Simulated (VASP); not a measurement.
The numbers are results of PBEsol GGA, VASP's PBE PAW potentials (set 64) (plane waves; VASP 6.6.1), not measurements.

A VASP calculation is set up with these files.

KPOINTS:
```
Regular mesh
0
gamma
  9 9 9
```

File POSCAR:
```
SnSe
1
    0.0000000000     2.9739270895     2.9739270895
    2.9739270895     0.0000000000     2.9739270895
    2.9739270895     2.9739270895     0.0000000000
Sn Se
1 1
Direct
  0.0000000000   0.0000000000   0.0000000000
  0.5000000000   0.5000000000   0.5000000000
```

**INCAR**
```
# general
SYSTEM  = SnSe
PREC    = Accurate
ENCUT   = 400   # plane-wave cut-off (eV)
LREAL   = .FALSE.   # projection in real space or not
LASPH   = .TRUE.

# electronic loop
EDIFF   = 1E-7
NELM    = 100   # most electronic steps
ALGO    = Normal
LMAXMIX = 4

# smearing
ISMEAR  = -5   # tetrahedra, Bloechl

# functional
GGA     = PS

# ions
ISIF    = 2

# output
LWAVE   = .FALSE.
LCHARG  = .TRUE.
LORBIT  = 11   # lm-projected
NEDOS   = 601   # DOS grid
```

POTCAR, in this order: Sn_d Se (PBE.64 set). Program: vasp_std.

The run wrote:

### OUTCAR
```
 ion  position               nearest neighbor table
   1  0.000  0.000  0.000-   2 2.97   2 2.97   2 2.97   2 2.97   2 2.97   2 2.97
   2  0.500  0.500  0.500-   1 2.97   1 2.97   1 2.97   1 2.97   1 2.97   1 2.97
  LATTYP: Found a face centered cubic cell.
 ALAT       =     5.9478541790
 Subroutine PRICEL returns:
 Original cell was already a primitive cell.
 Subroutine GETGRP returns: Found 48 space group operations
The static configuration has the point symmetry O_h .
The dynamic configuration has the point symmetry O_h .
 Subroutine INISYM returns: Found 48 space group operations
 Subroutine IBZKPT returns following result:
 Found     35 irreducible k-points:

 Following reciprocal coordinates:
            Coordinates               Weight
  0.000000  0.000000  0.000000      1.000000
  0.111111  0.000000  0.000000      8.000000
  0.222222  0.000000  0.000000      8.000000
  0.333333  0.000000  0.000000      8.000000
  0.444444  0.000000  0.000000      8.000000
  0.111111  0.111111  0.000000      6.000000
  0.222222  0.111111  0.000000     24.000000
  0.333333  0.111111  0.000000     24.000000
  0.444444  0.111111  0.000000     24.000000
 -0.444444  0.111111  0.000000     24.000000
 -0.333333  0.111111  0.000000     24.000000
 -0.222222  0.111111  0.000000     24.000000
 -0.111111  0.111111  0.000000     12.000000
  0.222222  0.222222  0.000000      6.000000
  0.333333  0.222222  0.000000     24.000000
  0.444444  0.222222  0.000000     24.000000
 -0.444444  0.222222  0.000000     24.000000
 -0.333333  0.222222  0.000000     24.000000
 -0.222222  0.222222  0.000000     12.000000
  0.333333  0.333333  0.000000      6.000000
  0.444444  0.333333  0.000000     24.000000
 -0.444444  0.333333  0.000000     24.000000
 -0.333333  0.333333  0.000000     12.000000
  0.444444  0.444444  0.000000      6.000000
...
```

File OSZICAR:
```
       N       E                     dE             d eps       ncg     rms          rms(c)
DAV:   1     0.117909754148E+03    0.11791E+03   -0.88365E+03   998   0.149E+03
DAV:   2     0.101653781292E+01   -0.11689E+03   -0.11499E+03  1094   0.345E+02
DAV:   3    -0.889247291081E+01   -0.99090E+01   -0.98736E+01  1202   0.960E+01
DAV:   4    -0.912670436723E+01   -0.23423E+00   -0.23414E+00  1106   0.167E+01
DAV:   5    -0.913415340877E+01   -0.74490E-02   -0.74490E-02  1320   0.279E+00    0.319E+00
DAV:   6    -0.898257140524E+01    0.15158E+00   -0.38294E-01  1388   0.480E+00    0.193E+00
DAV:   7    -0.897813355738E+01    0.44378E-02   -0.66984E-02  1156   0.153E+00    0.865E-01
DAV:   8    -0.897810724219E+01    0.26315E-04   -0.62193E-03  1136   0.840E-01    0.756E-02
DAV:   9    -0.897801533437E+01    0.91908E-04   -0.87596E-04  1364   0.285E-01    0.453E-02
DAV:  10    -0.897803557033E+01   -0.20236E-04   -0.78904E-05  1058   0.605E-02    0.111E-02
DAV:  11    -0.897803680397E+01   -0.12336E-05   -0.86433E-06  1248   0.302E-02    0.206E-03
DAV:  12    -0.897803689802E+01   -0.94056E-07   -0.65336E-07  1208   0.109E-02
   1 F= -.89780369E+01 E0= -.89780369E+01  d E =0.000000E+00
```

**OUTCAR**
```
------------------------ aborting loop because EDIFF is reached ----------------------------------------
  FORCE on cell =-STRESS in cart. coord.  units (eV):
  Direction    XX          YY          ZZ          XY          YZ          ZX
  --------------------------------------------------------------------------------------
  Total        0.0131952      0.0131952      0.0131952     -0.0000000     -0.0000000     -0.0000000
  in kB        0.4018894      0.4018894      0.4018894     -0.0000000     -0.0000000     -0.0000000
  external PRESSURE =       0.4018894 kB  Pullay stress =       0.0000000 kB
  volume of cell :       52.60
      direct lattice vectors                 reciprocal lattice vectors
     0.000000000  2.973927090  2.973927090    -0.168127861  0.168127861  0.168127861
     2.973927090  0.000000000  2.973927090     0.168127861 -0.168127861  0.168127861
     2.973927090  2.973927090  0.000000000     0.168127861  0.168127861 -0.168127861
 POSITION                                       TOTAL-FORCE (eV/Angst)
 -----------------------------------------------------------------------------------
      0.00000      0.00000      0.00000         0.000000     -0.000000     -0.000000
      2.97393      2.97393      2.97393         0.000000      0.000000      0.000000
 -----------------------------------------------------------------------------------
    total drift:                               -0.000000      0.000000      0.000000
  FREE ENERGIE OF THE ION-ELECTRON SYSTEM (eV)
  ---------------------------------------------------
  free  energy   TOTEN  =        -8.9780368980 eV

  energy  without entropy=       -8.9780368980  energy(sigma->0) =       -8.97803690

 total charge

# of ion       s       p       d       tot
------------------------------------------
    1        1.380   0.696   9.997  12.073
    2        1.480   2.287   0.029   3.796
--------------------------------------------------
tot          2.860   2.983  10.026  15.869
```
(Selected blocks of OUTCAR.)

The structure comes from a computed database's SnSe entry (Fm-3m); how it stands against other phases isn't given here. It was relaxed first.
